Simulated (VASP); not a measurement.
A cell of FePt (L1_0) near equilibrium:

```
FePt
1.0
    2.68588     0.00000     0.00000
    0.00000     2.68588     0.00000
    0.00000     0.00000     3.71297
Fe Pt
1 1
Direct
  0.00000   0.00000   0.00000
  0.50000   0.50000   0.50000
```
Starting moments (μB, in the order of the record's atoms Fe Pt): 2.9 0.3.

Level of theory: PBEsol GGA, VASP's PBE PAW potentials (set 64) (plane waves; VASP).

```csv
run,ΔE (meV/atom),σxx,σyy,σzz,"largest shear component, with its sign (GPa)",largest force (eV/Å),moment (μB)
as it is,0.0,0.11,0.11,0.14,0.00,0.000,3.20
after one change,10.9,0.38,0.51,1.02,0.00,0.439,3.19
```
Stress is in GPa, positive when the cell is compressed.

Name the change that produced these shifts.
A) atom 1 (Fe) moved by 0.150 Å along x
B) atom 2 (Pt) moved by 0.050 Å along x
C) uniaxial strain of +1.0 % along x
D) atom 2 (Pt) moved by 0.100 Å along x

D, atom 2 (Pt) moved by 0.100 Å along x

The compound is FePt in the L1_0 structure. The spin order is the one that the start imposed; others were not tried in this run.
